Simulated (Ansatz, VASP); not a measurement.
# Na2MoO4: VASP beside Ansatz, part 2 of 2

Aim: how closely do two programs agree when they are given the same cell, functional and k mesh? The cell is taken from a series of runs on this material, whose earlier steps may have relaxed, scaled, displaced or heated it; both programs get it as it stands.

VASP 6.6.1 and Ansatz 0.2.0.

So far: Set-up; VASP: G0W0 gap, LDA.

### Step 3. Ansatz: G0W0 gap, LDA

Level of this step: Ansatz beside VASP: Kohn-Sham DFT, plane waves, LDA (Ansatz).

Ansatz runs on its PAW soft_1 files.

The same cell, functional (in two slightly different forms) and mesh now go to Ansatz, which takes its cutoff from its data sets.

input.yaml reads:

```yaml
crystal:
  lattice:
    - [0.0, 4.5544396667, 4.5544396667]
    - [4.5544396667, 0.0, 4.5544396667]
    - [4.5544396667, 4.5544396667, 0.0]
  atoms:
    - { symbol: Na, position: [0.625, 0.625, 0.625] }
    - { symbol: Na, position: [0.125, 0.625, 0.625] }
    - { symbol: Na, position: [0.625, 0.625, 0.125] }
    - { symbol: Na, position: [0.625, 0.125, 0.625] }
    - { symbol: Mo, position: [0.0, 0.0, 0.0] }
    - { symbol: Mo, position: [0.25, 0.25, 0.25] }
    - { symbol: O, position: [0.88771, 0.88771, 0.88771] }
    - { symbol: O, position: [0.91313, 0.36229, 0.36229] }
    - { symbol: O, position: [0.88771, 0.88771, 0.33687] }
    - { symbol: O, position: [0.36229, 0.91313, 0.36229] }
    - { symbol: O, position: [0.33687, 0.88771, 0.88771] }
    - { symbol: O, position: [0.36229, 0.36229, 0.36229] }
    - { symbol: O, position: [0.88771, 0.33687, 0.88771] }
    - { symbol: O, position: [0.36229, 0.36229, 0.91313] }
kpoints:
  mp_grid: { grid: [2, 2, 2] }
hamiltonian:
  xc: lda
  pseudopotentials: { kind: paw, azcp: { folder: soft_1 }, xc_functional: pbe }
scf:
  occupations: { method: fixed }
gw:
  n_empty_bands: 788
  ecut_chi: 150.0
  qp_bands: [v24, c4]
  screening: { model: contour_deformation }
```

On the command line:

```sh
$ ansatz run input.yaml --threads 2 --pin off --max-ram 92160MiB --backend cuda --events-out ev --progress --plain --runs-dir out --devices 1 --max-vram 13GiB
```

Numbers of over 12 decimals in the logs are rounded to 6 here.

Output:

```text
GPUs: using 1 of 1 available (devices: 1).
Engine: ansatz 0.2.0, x86_64-unknown-linux-gnu
Pseudopotentials: kind: paw
Pseudopotential: Na, paw, valence charge 9, recommended cutoff 420 eV (normal), soft_1/Na.paw.azcp
Pseudopotential: Mo, paw, valence charge 14, recommended cutoff 420 eV (normal), soft_1/Mo.paw.azcp
Pseudopotential: O, paw, valence charge 6, recommended cutoff 420 eV (normal), soft_1/O.paw.azcp
Functional definition: SPW92
  exchange = slater_x
  correlation = pw_c
device memory: the entry about to start is reckoned to put 2.9 GiB on a device that reports 43.4 GiB free (of which the cap on the GPU budget leaves the run 13.0 GiB)
GPU FFT provider: cuFFT
GPU libraries: cuBLAS 13.8.2, cuFFT 12.4.0, cuSOLVER 12.3.4
Crystal: 14 atoms, lattice volume = 188.945 Å³
Basis set: ecut = 420 eV, 3695 PW (Γ)
Bands: 70, of which v1, the nominal top of the filled ones, is band 56 counted from 1 (55 counted from 0)
Symmetry: 48 space group operations
Space group: Fd-3m (ITA 227), of the structure as read, at distance tolerance 5.7e-5 Å
k-points: 3 of 8
Non-local potential: Na, projectors of the file, l = 0: 3, l = 1: 2, l = 2: 1
Non-local potential: Mo, projectors of the file, l = 0: 3, l = 1: 2, l = 2: 2, l = 3: 1
Non-local potential: O, projectors of the file, l = 0: 2, l = 1: 2, l = 2: 1
PAW form: soft (Blöchl's): semilocal exchange-correlation on the pseudo side does not see the compensation charge
PAW frozen core: Na, regenerated for the run's functional, and the local potential with it (the file was generated under x = pbe(κ = 0.804, μ = 0.219515), c = pbe(β = 0.066725))
PAW frozen core: Mo, regenerated for the run's functional, and the local potential with it (the file was generated under x = pbe(κ = 0.804, μ = 0.219515), c = pbe(β = 0.066725))
PAW frozen core: O, regenerated for the run's functional, and the local potential with it (the file was generated under x = pbe(κ = 0.804, μ = 0.219515), c = pbe(β = 0.066725))
PAW one-centre angular grid: Na, 110 points (default); XC on 64 Gauss nodes
PAW one-centre angular grid: Mo, 590 points (default); XC on 64 Gauss nodes
PAW one-centre angular grid: O, 110 points (default); XC on 64 Gauss nodes
Initial density: superposition of atomic densities (chi_scale 0.1, normalization cell, long waves kept (reshape's long-wave potential 0.14 eV rms))
Initial wavefunctions: pseudopotential atomic-orbital guess
GPU buffer pool allocated for 91125 grid points (all kernels)
GPU transforms: local potential and band sums: pruned to the plane-wave sphere, on 45×45×45
Functional: x = slater, c = lda
SCF iter   1: F=—  HF=-20015.196688 eV  |F-HF|=—  |Δ(HF+E_count)|=         —  Δρ=1.16e-1  dr2=4.62e1  ethr=3.10e-3  ⟨swp⟩=5.0  Hψ=629  notcnv=0  defer=25
preconditioner: auto → Resta (q_TF=auto, 2.501 Å⁻¹)  ε∞=3.9  [insulator: Δε(μ)=4.988 eV  Ē_g=12.701 eV  n_scr=58 (ndim 8)  ℏωp=21.6 eV  f_vac=0.000  ε∞_Penn≈3.9]
SCF iter   2: F=—  HF=-20004.917937 eV  |F-HF|=—  |Δ(HF+E_count)|=    1.03e1  Δρ=6.45e-2  dr2=6.06e0  ethr=3.10e-3  ⟨swp⟩=3.3  Hψ=451  notcnv=0  defer=28
SCF iter   3: F=—  HF=-20003.558626 eV  |F-HF|=—  |Δ(HF+E_count)|=    1.36e0  Δρ=2.46e-2  dr2=1.98e0  ethr=3.10e-3  ⟨swp⟩=2.0  Hψ=343  notcnv=0  defer=22
SCF iter   4: F=—  HF=-20003.110135 eV  |F-HF|=—  |Δ(HF+E_count)|=   4.48e-1  Δρ=1.17e-2  dr2=4.00e-1  ethr=1.77e-3  ⟨swp⟩=2.0  Hψ=253  notcnv=0  defer=36
SCF iter   5: F=—  HF=-20002.958183 eV  |F-HF|=—  |Δ(HF+E_count)|=   1.52e-1  Δρ=2.76e-3  dr2=3.07e-2  ethr=3.58e-4  ⟨swp⟩=2.0  Hψ=327  notcnv=0  defer=36
SCF iter   6: F=—  HF=-20002.947345 eV  |F-HF|=—  |Δ(HF+E_count)|=   1.08e-2  Δρ=6.54e-4  dr2=1.35e-3  ethr=2.74e-5  ⟨swp⟩=2.3  Hψ=307  notcnv=0  defer=34
SCF iter   7: F=—  HF=-20002.946989 eV  |F-HF|=—  |Δ(HF+E_count)|=   3.56e-4  Δρ=9.38e-5  dr2=1.81e-5  ethr=1.20e-6  ⟨swp⟩=2.0  Hψ=328  notcnv=0  defer=34
SCF iter   8: F=—  HF=-20002.946995 eV  |F-HF|=—  |Δ(HF+E_count)|=   6.73e-6  Δρ=2.87e-5  dr2=2.47e-6  ethr=1.62e-8  ⟨swp⟩=2.7  Hψ=359  notcnv=0  defer=27
SCF iter   9: F=—  HF=-20002.946995 eV  |F-HF|=—  |Δ(HF+E_count)|=   9.49e-8  Δρ=8.19e-6  dr2=2.68e-7  ethr=2.21e-9  ⟨swp⟩=2.3  Hψ=307  notcnv=0  defer=27
SCF iter  10: F=-20002.946995 eV  HF=-20002.946995 eV  |F-HF|=3.78e-9  |Δ(HF+E_count)|=   2.75e-8  Δρ=1.80e-6  dr2=9.30e-9  ethr=8.93e-11  ⟨swp⟩=9.7  Hψ=748  notcnv=0
SCF 1 converged in 10 iterations: F = -20002.946995 eV  dr2 = 9.30e-9
  greatest PAW one-centre occupation: 0.999 electrons in one spin orbital (limit 2), on the Na atom at site 0 (counted from 0), in its partial waves of l = 0
device memory: the entry about to start is reckoned to put 3.6 GiB on a device that reports 43.3 GiB free (of which the cap on the GPU budget leaves the run 13.0 GiB)
NSCF: frozen V_eff on 3 k-points
[...]
k-point 2: bands = [... 52 lower, 3.4372, 3.4372, 3.6658, 3.6658, 8.2732, 8.2732, 8.5762, 8.5762, ... 10 higher]
--- G₀W₀: contour deformation, 6 samples at zero and on the imaginary axis and 2 off it, 8 q-points, 788 empty bands' worth ---
  eigenvalues of the whole cell's RPA ε∞ on this k-mesh (on a slab, of 1 + 4πα/V) = 2.8456, 2.8456, 2.8456; static W/v taken at q = 0 is 0.351419
  bands read: the sum over 844 bands ends inside a degenerate multiplet in 1 slot, whose members it reads at an even weight; the widest, k=0: bands 844 to 846 (counted from 1) at 1/3 each
    ik  band        ε_KS         Σx   Σc(E_QP)       V_xc       Z   E_QP_lin       E_QP  E_QP is
     0    33      0.1479   -23.3493     4.6510   -17.8607  0.6724    -0.7596    -0.6897  root
     0    34      0.1479   -23.3493     4.6510   -17.8607  0.6724    -0.7596    -0.6897  root
     0    35      0.3121   -24.4244     4.4151   -19.1363  0.7026    -0.6020    -0.5609  root
     0    36      0.3121   -24.4244     4.4151   -19.1363  0.7026    -0.6020    -0.5609  root
     0    37      0.3121   -24.4244     4.4151   -19.1363  0.7026    -0.6020    -0.5609  root
     0    38      0.8411   -26.2600     4.2901   -21.0743  0.7277    -0.0752    -0.0545  root
     0    39      0.8411   -26.2600     4.2901   -21.0743  0.7277    -0.0752    -0.0545  root
     0    40      0.8411   -26.2600     4.2901   -21.0743  0.7277    -0.0752    -0.0545  root
     0    41      1.2521   -24.0214     4.2526   -18.7357  0.7434     0.1974     0.2191  root
     0    42      1.4400   -24.4794     3.8618   -19.7442  0.7233     0.5456     0.5667  root
     0    43      1.4400   -24.4794     3.8618   -19.7442  0.7233     0.5456     0.5667  root
     0    44      1.6679   -25.0037     4.2974   -19.6812  0.7463     0.6237     0.6427  root
     0    45      1.9856   -24.1758     4.2398   -18.8812  0.7437     0.9087     0.9307  root
     0    46      1.9856   -24.1758     4.2398   -18.8812  0.7437     0.9087     0.9307  root
     0    47      1.9856   -24.1758     4.2398   -18.8812  0.7437     0.9087     0.9307  root
     0    48      3.3156   -24.9333     4.2039   -19.7397  0.7421     2.3099     2.3261  root
     0    49      3.3156   -24.9333     4.2039   -19.7397  0.7421     2.3099     2.3261  root
     0    50      3.3156   -24.9333     4.2039   -19.7397  0.7421     2.3099     2.3261  root
     0    51      3.6687   -25.6423     4.0933   -20.6360  0.7476     2.7433     2.7558  root
     0    52      3.6687   -25.6423     4.0933   -20.6360  0.7476     2.7433     2.7558  root
     0    53      3.6687   -25.6423     4.0933   -20.6360  0.7476     2.7433     2.7558  root
     0    54      3.7409   -25.4108     4.1322   -20.3453  0.7441     2.7945     2.8076  root
     0    55      3.7409   -25.4108     4.1322   -20.3453  0.7441     2.7945     2.8076  root
     0    56      3.7409   -25.4108     4.1322   -20.3453  0.7441     2.7945     2.8076  root
[...]
2    53      3.4372   -25.0369     4.1110   -19.9694  0.7436     2.4663     2.4809  root
     2    54      3.4372   -25.0369     4.1110   -19.9694  0.7436     2.4663     2.4809  root
     2    55      3.6658   -25.5009     4.1055   -20.4689  0.7460     2.7265     2.7395  root
     2    56      3.6658   -25.5009     4.1055   -20.4689  0.7460     2.7265     2.7395  root
     2    57      8.2732   -15.6083    -4.1203   -21.5967  0.7873    10.1795    10.1412  root
     2    58      8.2732   -15.6083    -4.1203   -21.5967  0.7873    10.1795    10.1412  root
     2    59      8.5762   -16.6660    -4.1216   -22.7212  0.7777    10.5542    10.5097  root
     2    60      8.5762   -16.6660    -4.1216   -22.7212  0.7777    10.5542    10.5097  root
```

### Step 4. Differences

Known differences besides the potentials themselves: the two LDA forms differ slightly; fixed occupations in Ansatz, narrow Gaussian smearing in VASP; the cutoff is 420 eV in Ansatz and 440 eV in VASP; VASP's log shows a relativistic correction to its local exchange, Ansatz's none; Ansatz integrates over frequency by contour deformation, VASP on a grid of NOMEGA points; Ansatz's G0W0 levels solve the quasiparticle equation, VASP's are linearised. Total energies have different zeros and are not compared.

Compared:

```csv
quantity,Ansatz,VASP,difference
G0W0 gap on the mesh (eV),7.29,7.29,0.00
Kohn-Sham gap under it (eV),4.47,4.46,+0.01
```

### Step 5. Outcome

| Property | Result |
| --- | --- |
| difference in G0W0 gap on the mesh (G0W0 gap, LDA) | 9.6e-4 eV |

**Reading.** The difference in G0W0 gap on the mesh is 9.6e-4 eV (G0W0 gap, LDA). How closely two codes agree says nothing of how well the functional describes the real material.

[Lines on the potential files, build, host, timing and source positions are cut from VASP's logs without a mark.]

[Logs are printed without paths, hosts, clocks, repeated set-up lines and the standing remarks that a program may print on its own settings, such as how far it seeks lower states.]

[Hosts, paths, dates, database ids (printed as entryN), source tags and the programs' standing remarks are cut or masked in the printed files.]
